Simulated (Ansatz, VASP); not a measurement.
**GaN in two plane-wave programs**

Aim: how closely do two programs agree when they are given the same cell, functional and k mesh? The cell is taken from a series of runs on this material, whose earlier steps may have relaxed, scaled, displaced or heated it; both programs get it as it stands.

Main program and level: Ansatz 0.2.0; plane waves, with VASP 6.6.1 beside it; single point at HSE06.

**1. Set-up**

It takes space group P6_3mc (No. 186, hexagonal). Conventional cell: a = 3.151 Å, b = 3.151 Å, c = 5.211 Å, α = 90.00°, β = 90.00°, γ = 120.00°. Ga has 4 N at 1.93 to 1.95 Å nearest. Nearest to N lie 4 Ga at 1.93 to 1.95 Å. Farther neighbours and most contacts between anions are not listed.

Coordinates:

```xyz
4
Lattice="3.1508 0.0000 0.0000 -1.5754 2.7287 0.0000 0.0000 0.0000 5.2108" Properties=species:S:1:pos:R:3 pbc="T T T"
Ga    0.0000    1.8191    5.2054
Ga    1.5754    0.9096    2.6000
N     1.5754    0.9096    0.6510
N     0.0000    1.8191    3.2564
```

**2. VASP: single point, HSE06**

A single point gives forces, pressure and levels at one fixed geometry, so differences don't come from the geometry; what else differs is listed under the comparison.

Lines of VASP's logs that name or quote its potential files are left out, and so is its time.

The run reads the wave functions of an earlier VASP run, which isn't shown here.

File INCAR:

```
SYSTEM = GaN
PREC = Accurate
ENCUT = 520
EDIFF = 1E-06
NELM = 100
ISMEAR = -1
SIGMA = 0.02
LREAL = .FALSE.
ALGO = Normal
LHFCALC = .TRUE.
AEXX = 0.25
GGA = PE
HFSCREEN = 0.208
LASPH = .TRUE.
NBANDS = 24
PRECFOCK = Fast
LORBIT = 11
LWAVE = .FALSE.
LCHARG = .FALSE.
KPAR = 8
ISIF = 2
```

File POSCAR:

```
GaN
1.0
    3.1508324100      0.0000000000      0.0000000000
   -1.5754162050      2.7287009101      0.0000000000
    0.0000000000      0.0000000000      5.2107917312
Ga N
2 2
Direct
    0.3333333333      0.6666666667      0.9989658635
    0.6666666667      0.3333333333      0.4989658635
    0.6666666667      0.3333333333      0.1249414365
    0.3333333333      0.6666666667      0.6249414365
```

File KPOINTS:

```
Automatic mesh
0
Gamma
7 7 4
0 0 0
```

PAW data sets: Ga_d and N (PBE family, release 64).

The run is started by

```sh
mpirun -np 8 vasp_std
```

Numbers of over 12 decimals in the logs are rounded to 6 here.

The log of the run:

```text
[banner, memory and clock lines left out]
running    8 mpi-ranks, on    1 nodes
 distrk:  each k-point on    1 cores,    8 groups
 distr:  one band on    1 cores,    1 groups

 POSCAR found type information on POSCAR GaN
 POSCAR found :  2 types and       4 ions
|                                                                             |
|           W    W    AA    RRRRR   N    N  II  N    N   GGGG   !!!           |
|           W    W   A  A   R    R  NN   N  II  NN   N  G    G  !!!           |
|           W    W  A    A  R    R  N N  N  II  N N  N  G       !!!           |
|           W WW W  AAAAAA  RRRRR   N  N N  II  N  N N  G  GGG   !            |
|           WW  WW  A    A  R   R   N   NN  II  N   NN  G    G                |
|           W    W  A    A  R    R  N    N  II  N    N   GGGG   !!!           |
|                                                                             |
|     For optimal performance we recommend to set                             |
|       NCORE = 2 up to number-of-cores-per-socket                            |
|     NCORE specifies how many cores store one orbital (NPAR=cpu/NCORE).      |
|     This setting can greatly improve the performance of VASP for DFT.       |
|     The default, NCORE=1 might be grossly inefficient on modern             |
|     multi-core architectures or massively parallel machines. Do your        |
|     Unfortunately you need to use the default for GW and RPA                |
|     calculations (for HF NCORE is supported but not extensively tested      |
|     yet).                                                                   |
|                                                                             |

 LDA part: xc-table for (Slater+PW92), standard interpolation
 found WAVECAR, reading the header
 POSCAR, INCAR and KPOINTS ok, starting setup
 FFT: planning ... GRIDC
 FFT: planning ... GRID_SOFT
 FFT: planning ... GRID
 reading WAVECAR
 the WAVECAR file was read successfully
 initial charge from wavefunction
 entering main loop
       N       E                     dE             d eps       ncg     rms          rms(c)
DAV:   1    -0.295100722586E+02   -0.29510E+02   -0.11970E+00  1640   0.307E+01    0.787E-01
DAV:   2    -0.295077822686E+02    0.22900E-02   -0.14507E-01  1712   0.734E+00    0.586E-01
DAV:   3    -0.295044198274E+02    0.33624E-02   -0.17271E-02  1800   0.256E+00    0.353E-01
DAV:   4    -0.295041032809E+02    0.31655E-03   -0.43726E-03  1768   0.680E-01    0.163E-01
DAV:   5    -0.295039261286E+02    0.17715E-03   -0.21456E-04  1424   0.143E-01    0.918E-02
DAV:   6    -0.295038565651E+02    0.69564E-04   -0.31062E-05  1480   0.532E-02    0.518E-02
DAV:   7    -0.295038319330E+02    0.24632E-04   -0.83471E-06  1312   0.265E-02    0.297E-02
DAV:   8    -0.295038231818E+02    0.87512E-05   -0.29004E-06  1208   0.164E-02    0.174E-02
DAV:   9    -0.295038200248E+02    0.31571E-05   -0.13206E-06   856   0.106E-02    0.105E-02
DAV:  10    -0.295038188267E+02    0.11980E-05   -0.52647E-07   736   0.720E-03    0.636E-03
DAV:  11    -0.295038183411E+02    0.48561E-06   -0.25618E-07   712   0.495E-03
   1 F= -.29503818E+02 E0= -.29503818E+02  d E =-.825403E-11
```

OUTCAR, selected parts (step 2):

```text
ion  position               nearest neighbor table
   1  0.333  0.667  0.999-   3 1.93   3 1.93   3 1.93   4 1.95
   2  0.667  0.333  0.499-   4 1.93   4 1.93   4 1.93   3 1.95
   3  0.667  0.333  0.125-   1 1.93   1 1.93   1 1.93   2 1.95
   4  0.333  0.667  0.625-   2 1.93   2 1.93   2 1.93   1 1.95

  LATTYP: Found a hexagonal cell.
 ALAT       =     3.1508324100
 C/A-ratio  =     1.6537825733

 Subroutine GETGRP returns: Found 12 space group operations
 (whereof  6 operations were pure point group operations)

The static configuration has the point symmetry C_3v.
 The point group associated with its full space group is C_6v.

 Found     24 irreducible k-points:

   k-points           NKPTS =     24   k-points in BZ     NKDIM =    196   number of bands    NBANDS=     24

   dimension x,y,z NGX =    24 NGY =   24 NGZ =   40
   dimension x,y,z NGXF=    48 NGYF=   48 NGZF=   80

   ENCUT  =  520.0 eV  38.22 Ry    6.18 a.u.   5.86  5.86  9.69*2*pi/ulx,y,z

   NELECT =      36.0000    total number of electrons

 k-points in reciprocal lattice and weights: Automatic mesh
   0.00000000  0.00000000  0.00000000       0.005
   0.14285714 -0.00000000  0.00000000       0.031
   0.28571429 -0.00000000  0.00000000       0.031
   0.42857143  0.00000000  0.00000000       0.031
   0.14285714  0.14285714  0.00000000       0.031
   0.28571429  0.14285714  0.00000000       0.061
   0.42857143  0.14285714  0.00000000       0.031
   0.28571429  0.28571429  0.00000000       0.031
   0.00000000  0.00000000  0.25000000       0.010
[...]
0.42857143  0.14285714  0.50000000       0.031
   0.28571429  0.28571429  0.50000000       0.031

  exchange ACFDT corr.  =         0.00000000  see jH, gK, PRB 81, 115126

 average (electrostatic) potential at core
       1 -56.2502       2 -56.2502       3 -56.7766       4 -56.7766

 E-fermi :   5.1501

 k-point     1 :       0.0000    0.0000    0.0000
  band No.  band energies     occupation
    ...
     14       3.6346      2.00000
     15       3.6347      2.00000
     16       4.6023      2.00000
     17       4.7341      2.00000
     18       4.7341      2.00000
     19       7.9972      0.00000
     20      10.7105      0.00000
     21      15.6664      0.00000
     22      16.4420      0.00000
     23      16.4420      0.00000
    ...

 k-point     2 :       0.1429   -0.0000    0.0000
  band No.  band energies     occupation
    ...
     14       2.2232      2.00000
     15       3.2054      2.00000
     16       3.3017      2.00000
     17       4.3876      2.00000
     18       4.5304      2.00000
     19       9.2264      0.00000
     20      11.8222      0.00000
     21      14.7992      0.00000
     22      15.4756      0.00000
     23      16.9532      0.00000
    ...

 k-point     3 :       0.2857   -0.0000    0.0000
  band No.  band energies     occupation
    ...
     14      -0.1537      2.00000
     15       1.1078      2.00000
     16       2.3941      2.00000
     17       3.6663      2.00000
     18       4.0492      2.00000
     19      10.7471      0.00000
     20      12.2972      0.00000
     21      13.2223      0.00000
     22      14.9987      0.00000
     23      16.7219      0.00000
    ...

  Total        1.3107462      1.3107462     -0.1302948      0.0000000      0.0000000      0.0000000
  in kB       46.8753173     46.8753173     -4.6596420      0.0000000      0.0000000      0.0000000
  external PRESSURE =      29.6969975 kB  Pullay stress =       0.0000000 kB

  energy-cutoff  :      520.00
  volume of cell :       44.80
      direct lattice vectors                 reciprocal lattice vectors
     3.150832410  0.000000000  0.000000000     0.317376448  0.183237378  0.000000000
    -1.575416205  2.728700910  0.000000000     0.000000000  0.366474756  0.000000000
     0.000000000  0.000000000  5.210791731     0.000000000  0.000000000  0.191909416

 POSITION                                       TOTAL-FORCE (eV/Angst)
 -----------------------------------------------------------------------------------
     -0.00000      1.81913      5.20540        -0.000000      0.000000      0.025930
      1.57542      0.90957      2.60001         0.000000     -0.000000      0.025930
      1.57542      0.90957      0.65104         0.000000      0.000000     -0.025930
     -0.00000      1.81913      3.25644         0.000000      0.000000     -0.025930
 -----------------------------------------------------------------------------------
    total drift:                               -0.000000      0.000000     -0.000912

  FREE ENERGIE OF THE ION-ELECTRON SYSTEM (eV)
  ---------------------------------------------------
  free  energy   TOTEN  =       -29.5038183411 eV

  energy  without entropy=      -29.5038183411  energy(sigma->0) =      -29.50381834

 total charge
# of ion       s       p       d       tot
------------------------------------------
    1        0.757   0.916  10.213  11.886
    2        0.757   0.916  10.213  11.886
    3        1.221   2.557   0.000   3.778
    4        1.221   2.557   0.000   3.778
--------------------------------------------------
tot          3.956   6.946  20.427  31.329

[... 3 further parts left out ...]
```

The gap is read on the k-mesh alone, so it is an upper bound where the band edges lie off the mesh. The PAW data sets were made with PBE, which is usual practice but a small mismatch for other functionals.

(Part 1 of 2 ends here.)

[Lines on the potential files, build, host, timing and source positions are cut from VASP's logs without a mark.]

[Logs are printed without paths, hosts, clocks, repeated set-up lines and the standing remarks that a program may print on its own settings, such as how far it seeks lower states.]

[Hosts, paths, dates, database ids (printed as entryN), source tags and the programs' standing remarks are cut or masked in the printed files.]
